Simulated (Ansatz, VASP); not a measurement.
# Cross-check of GeF2 between VASP and Ansatz, part 2 of 2

Aim: how closely do two programs agree when they are given the same cell, functional and k mesh? The cell is generated by rule, not measured, and may not be a known phase. The cell is taken from a series of runs on this material, whose earlier steps may have relaxed, scaled, displaced or heated it; both programs get it as it stands.

VASP 6.6.1 and Ansatz 0.2.0.

So far. Step 5 (Ansatz: single point, PBEsol, pair 2): The run ends at a pressure of 0.00 GPa, with forces up to 0.20 eV/Å.

## Step 6: VASP: single point, PBEsol, pair 2

Level of this step: PBEsol; plane waves and PAW (Ge_d, F); invented cell (VASP).

The same cell, functional, mesh and smearing now go to VASP, with its own data sets.

Contents of INCAR:

```
SYSTEM = GeF2
PREC = Accurate
ENCUT = 600
EDIFF = 1E-06
NELM = 120
ISMEAR = 0
SIGMA = 0.02
LREAL = .FALSE.
ALGO = Normal
GGA = PS
NBANDS = 52
LORBIT = 11
LWAVE = .FALSE.
LCHARG = .FALSE.
ISIF = 2
LASPH = .TRUE.
GGA_COMPAT = .FALSE.
EFERMI = MIDGAP
KPAR = 2
```

Contents of POSCAR:

```
GeF2
1.0
    0.0000000000      0.0000000000      4.8089206362
    5.3063266687      3.0636091307      0.0000000000
   -0.0000000001      6.1272182612      0.0000000000
Ge F
3 6
Direct
    0.0000000121      0.3333333333      0.3333333333
    0.9995013861      0.6666665633      0.6666667700
    0.0004986199      0.0000001033      0.9999998967
    0.2018226159      0.9924618626      0.3484090953
    0.2018225533      0.3484090953      0.6591290760
    0.2018225846      0.6591279483      0.9924623755
    0.7981774467      0.3182575713      0.0075373171
    0.7981773841      0.6742042573      0.3182575713
    0.7981774154      0.0075384448      0.6742045647
```

Contents of KPOINTS:

```
Automatic mesh
0
Gamma
6 6 6
0 0 0
```

Potentials, in the order of the species: Ge_d and F (PBE family, release 64).

Started as:

```
mpirun -np 2 vasp_std
```

Numbers of over 12 decimals in the logs are rounded to 6 here.

Output:

```text
[banner, memory and clock lines left out]
running    2 mpi-ranks, on    1 nodes
[...]
[... a notice as in an earlier step ...]

 LDA part: xc-table for (Slater+PW92), standard interpolation
 POSCAR, INCAR and KPOINTS ok, starting setup
[...]
entering main loop
       N       E                     dE             d eps       ncg     rms          rms(c)
DAV:   1     0.132588837942E+04    0.13259E+04   -0.43119E+04  6292   0.384E+03
DAV:   2     0.248783276565E+03   -0.10771E+04   -0.10157E+04  4944   0.118E+03
DAV:   3    -0.197534444740E+02   -0.26854E+03   -0.25978E+03  5120   0.290E+02
DAV:   4    -0.463600398728E+02   -0.26607E+02   -0.26335E+02  5416   0.105E+02
[...]
DAV:  12    -0.430148994480E+02   -0.25929E-04   -0.79188E-05  5336   0.129E-01    0.118E-02
DAV:  13    -0.430149030527E+02   -0.36047E-05   -0.17998E-05  5620   0.645E-02    0.283E-03
DAV:  14    -0.430149037612E+02   -0.70851E-06   -0.61763E-06  4552   0.304E-02
   1 F= -.43014904E+02 E0= -.43014904E+02  d E =0.000000E+00
```

Parts of OUTCAR (step 6):

```text
  Total       -0.0681213     -0.0681213     -0.2363343     -0.0000000      0.0000000     -0.0000000
  in kB       -0.6980533     -0.6980533     -2.4217676     -0.0000003      0.0000000     -0.0000000
  external PRESSURE =      -1.2726247 kB  Pullay stress =       0.0000000 kB

 POSITION                                       TOTAL-FORCE (eV/Angst)
 -----------------------------------------------------------------------------------
      1.76878      3.06361      0.00000         0.000000     -0.000000      0.000000
      3.53755      6.12722      4.80652         0.000000     -0.000000     -0.043758
      0.00000      6.12722      0.00240         0.000000     -0.000000      0.043758
      5.26633      5.17529      0.97055        -0.092062      0.169790      0.014529
      1.84877      5.10602      0.97055         0.193074     -0.005167      0.014529
      3.49755      8.10034      0.97055        -0.101012     -0.164623      0.014529
      1.68878      1.02120      3.83837        -0.193074      0.005167     -0.014529
      3.57755      4.01553      3.83837         0.092062     -0.169790     -0.014529
      0.04000      4.15409      3.83837         0.101012      0.164623     -0.014529
 -----------------------------------------------------------------------------------
    total drift:                                0.008566      0.002960      0.000442

  FREE ENERGIE OF THE ION-ELECTRON SYSTEM (eV)
  ---------------------------------------------------
  free  energy   TOTEN  =       -43.0149037612 eV

  energy  without entropy=      -43.0149037612  energy(sigma->0) =      -43.01490376

[... 3 further parts left out ...]
[key lines of the parts left out:]
E-fermi :   1.2758
```

The run ends at a pressure of -0.13 GPa, with forces up to 0.19 eV/Å.

## Step 7: Differences

Compared:

```csv
quantity,Ansatz,VASP,difference
pressure (GPa),0.00,-0.13,+0.13
gap on the k mesh (eV),2.233,2.229,+0.004
```

Forces (eV/Å; atoms numbered as in POSCAR):

```csv
atom,"Ansatz x, y, z","VASP x, y, z"
Ge1,"0.000, 0.000, 0.000","0.000, 0.000, 0.000"
Ge2,"0.000, 0.000, -0.029","0.000, 0.000, -0.044"
Ge3,"0.000, 0.000, 0.029","0.000, 0.000, 0.044"
F4,"-0.098, 0.179, 0.003","-0.092, 0.170, 0.015"
F5,"0.204, -0.004, 0.003","0.193, -0.005, 0.015"
F6,"-0.105, -0.174, 0.003","-0.101, -0.165, 0.015"
F7,"-0.204, 0.004, -0.003","-0.193, 0.005, -0.015"
F8,"0.098, -0.179, -0.003","0.092, -0.170, -0.015"
F9,"0.105, 0.174, -0.003","0.101, 0.165, -0.015"
```

The forces differ by 8.6 meV/Å r.m.s., which is 9.3 % of the r.m.s. force of 0.092 eV/Å (both taken over all components). A gap on the mesh is an upper bound, since the band edges may lie between its points.

## Step 8: VASP: single point, PBEsol, pair 3

With cell and atoms fixed, the geometry can't cause a difference; cores, projectors, grids and the points listed under the comparison can.

INCAR is that of step 6.

Contents of POSCAR:

```
GeF2
1.0
    0.0000000000      0.0000000000      4.8089206362
    5.3063266687      3.0636091307      0.0000000000
   -0.0000000001      6.1272182612      0.0000000000
Ge F
3 6
Direct
    0.0000000211      0.3333333333      0.3333333333
    0.9991274257      0.6666664859      0.6666668475
    0.0008725849      0.0000001808      0.9999998192
    0.2018226393      0.9868082595      0.3597159168
    0.2018225299      0.3597159168      0.6534758831
    0.2018225846      0.6534739096      0.9868091572
    0.7981774701      0.3069507498      0.0131903049
    0.7981773607      0.6798574503      0.3069507499
    0.7981774154      0.0131922784      0.6798579882
```

KPOINTS is that of step 6.

Started as:

```
mpirun -np 2 vasp_std
```

Output:

```text
[... set-up lines as in an earlier step ...]
 entering main loop
       N       E                     dE             d eps       ncg     rms          rms(c)
DAV:   1     0.132636708559E+04    0.13264E+04   -0.43144E+04  6324   0.384E+03
DAV:   2     0.246957294241E+03   -0.10794E+04   -0.10179E+04  4944   0.118E+03
DAV:   3    -0.202077747566E+02   -0.26717E+03   -0.25881E+03  5156   0.288E+02
DAV:   4    -0.464051234989E+02   -0.26197E+02   -0.25927E+02  5328   0.105E+02
[...]
DAV:  12    -0.431065961656E+02   -0.21744E-04   -0.54782E-05  5340   0.707E-02    0.105E-02
DAV:  13    -0.431065989341E+02   -0.27685E-05   -0.88831E-06  5484   0.319E-02    0.289E-03
DAV:  14    -0.431065994092E+02   -0.47509E-06   -0.35128E-06  4196   0.149E-02
   1 F= -.43106599E+02 E0= -.43106599E+02  d E =0.000000E+00
```

OUTCAR, selected parts (step 8):

```text
  Total       -0.0021242     -0.0021242     -0.1660835     -0.0000000      0.0000000     -0.0000000
  in kB       -0.0217676     -0.0217676     -1.7018923     -0.0000004      0.0000000     -0.0000000
  external PRESSURE =      -0.5818091 kB  Pullay stress =       0.0000000 kB

 POSITION                                       TOTAL-FORCE (eV/Angst)
 -----------------------------------------------------------------------------------
      1.76878      3.06361      0.00000         0.000000     -0.000000      0.000000
      3.53755      6.12722      4.80472         0.000000     -0.000000     -0.093353
      0.00000      6.12722      0.00420         0.000000     -0.000000      0.093353
      5.23633      5.22725      0.97055        -0.138989      0.277549      0.023397
      1.90877      5.10602      0.97055         0.309859     -0.018407      0.023397
      3.46755      8.04838      0.97055        -0.170870     -0.259142      0.023397
      1.62878      1.02120      3.83837        -0.309859      0.018407     -0.023397
      3.60755      3.96357      3.83837         0.138989     -0.277549     -0.023397
      0.07000      4.20605      3.83837         0.170870      0.259142     -0.023397
 -----------------------------------------------------------------------------------
    total drift:                                0.014898      0.005278      0.000659

  FREE ENERGIE OF THE ION-ELECTRON SYSTEM (eV)
  ---------------------------------------------------
  free  energy   TOTEN  =       -43.1065994092 eV

  energy  without entropy=      -43.1065994092  energy(sigma->0) =      -43.10659941

[... 2 parts as in an earlier step ...]

[... 1 further part left out ...]
[key lines of the parts left out:]
E-fermi :   1.2874
```

The run ends at a pressure of -0.06 GPa, with forces up to 0.31 eV/Å.

## Step 9: Ansatz: single point, PBEsol, pair 3

The same cell, functional, mesh and smearing now go to Ansatz, which takes its cutoff from its data sets.

The cell is taken from a series of runs on this material, whose earlier steps may have relaxed, scaled, displaced or heated it; both programs get it as it stands.

Contents of input.yaml:

```yaml
crystal:
  lattice:
    - [0.0, 0.0, 4.8089206362]
    - [5.3063266687, 3.0636091307, 0.0]
    - [-1.0e-10, 6.1272182612, 0.0]
  atoms:
    - { symbol: Ge, position: [2.11e-08, 0.3333333333, 0.3333333333] }
    - { symbol: Ge, position: [-0.0008725743, 0.6666664859, 0.6666668475] }
    - { symbol: Ge, position: [0.0008725849, 1.808e-07, 0.9999998192] }
    - { symbol: F, position: [0.2018226393, -0.0131917405, 0.3597159168] }
    - { symbol: F, position: [0.2018225299, 0.3597159168, 0.6534758831] }
    - { symbol: F, position: [0.2018225846, 0.6534739096, 0.9868091572] }
    - { symbol: F, position: [0.7981774701, 0.3069507498, 1.0131903049] }
    - { symbol: F, position: [0.7981773607, 0.6798574503, 0.3069507499] }
    - { symbol: F, position: [0.7981774154, 0.0131922784, 0.6798579882] }
kpoints:
  mp_grid: { grid: [6, 6, 6] }
hamiltonian:
  xc: pbesol
scf:
  occupations: { method: gaussian, width: 0.02 }
output:
  forces: true
  stress: true
  eigenvalues: true
  write_density: true
  write_potential: true
  elf: true
  volumetric_format: npy
```

Started as:

```
ansatz run input.yaml --threads 4 --pin off --max-ram 7168MiB --backend cpu --events-out ev --progress --plain --runs-dir out
```

Output:

```text
[...]
Crystal: 9 atoms, lattice volume = 156.353 Å³
Basis set: ecut = 420 eV, 3011 PW (Γ), exchange–correlation on 72×90×90 points (8 copies of the dense FFT grid, shifted against one another)
Bands: 51, of which v1, the nominal top of the filled ones, is band 42 counted from 1 (41 counted from 0)
Symmetry: 6 space group operations
[...]
k-point 0: bands = [... 38 lower, -0.1807, 0.2699, 2.6072, 2.6703, 5.7180, 8.1576, 8.1988, 8.1988, ... 5 higher]
  k-point 1: bands = [... 38 lower, -0.1673, 0.5970, 2.5248, 2.5957, 5.9028, 7.4821, 7.7538, 7.9819, ... 5 higher]
  k-point 2: bands = [... 38 lower, -0.1702, 1.2278, 2.2794, 2.4338, 6.3736, 6.8368, 7.4679, 7.5742, ... 5 higher]
  k-point 43: bands = [... 38 lower, -0.3602, 1.9433, 2.0716, 2.0716, 6.0824, 6.2766, 6.2766, 8.0301, ... 5 higher]
[key lines of the parts left out:]
SCF converged after 7 iterations
Free energy (F): -17562.878506 eV
Fermi energy:    3.826450 eV
P = ⅓ Tr σ = 0.0263 GPa (0.263 kbar)
```

The run ends at a pressure of 0.03 GPa, with forces up to 0.33 eV/Å.

## Step 10: Differences

Both answers:

```csv
quantity,Ansatz,VASP,difference
pressure (GPa),0.03,-0.06,+0.08
gap on the k mesh (eV),2.281,2.274,+0.007
```

Forces (eV/Å; atoms numbered as in POSCAR):

```csv
atom,"Ansatz x, y, z","VASP x, y, z"
Ge1,"0.000, 0.000, 0.000","0.000, 0.000, 0.000"
Ge2,"0.000, 0.000, -0.068","0.000, 0.000, -0.093"
Ge3,"0.000, 0.000, 0.068","0.000, 0.000, 0.093"
F4,"-0.151, 0.291, 0.009","-0.139, 0.278, 0.023"
F5,"0.328, -0.014, 0.009","0.310, -0.018, 0.023"
F6,"-0.176, -0.277, 0.009","-0.171, -0.259, 0.023"
F7,"-0.328, 0.014, -0.009","-0.310, 0.018, -0.023"
F8,"0.151, -0.291, -0.009","0.139, -0.278, -0.023"
F9,"0.176, 0.277, -0.009","0.171, 0.259, -0.023"
```

The forces differ by 13 meV/Å r.m.s., which is 8.7 % of the r.m.s. force of 0.149 eV/Å (both taken over all components). A gap on the mesh is an upper bound, since the band edges may lie between its points.

## Step 11: Outcome

| Property | Result |
| --- | --- |
| r.m.s. force difference (single point, PBEsol, pair 1) | 2.0 % of the r.m.s. force |
| r.m.s. force difference (single point, PBEsol, pair 2) | 8.6 meV/Å |
| r.m.s. force difference (single point, PBEsol, pair 3) | 13 meV/Å |

What this shows: The r.m.s. force difference is 13 meV/Å (single point, PBEsol, pair 3), beyond the 12 meV/Å picked in this series as the mark of a large difference. What causes the difference of the single point, PBEsol, pair 3 pair stays open here. 5 further runs of this series are not shown here. How closely two codes agree says nothing of how well the functional describes the real material.

[Lines on the potential files, build, host, timing and source positions are cut from VASP's logs without a mark.]

[Logs are printed without paths, hosts, clocks, repeated set-up lines and the standing remarks that a program may print on its own settings, such as how far it seeks lower states.]

[Hosts, paths, dates, database ids (printed as entryN), source tags and the programs' standing remarks are cut or masked in the printed files.]
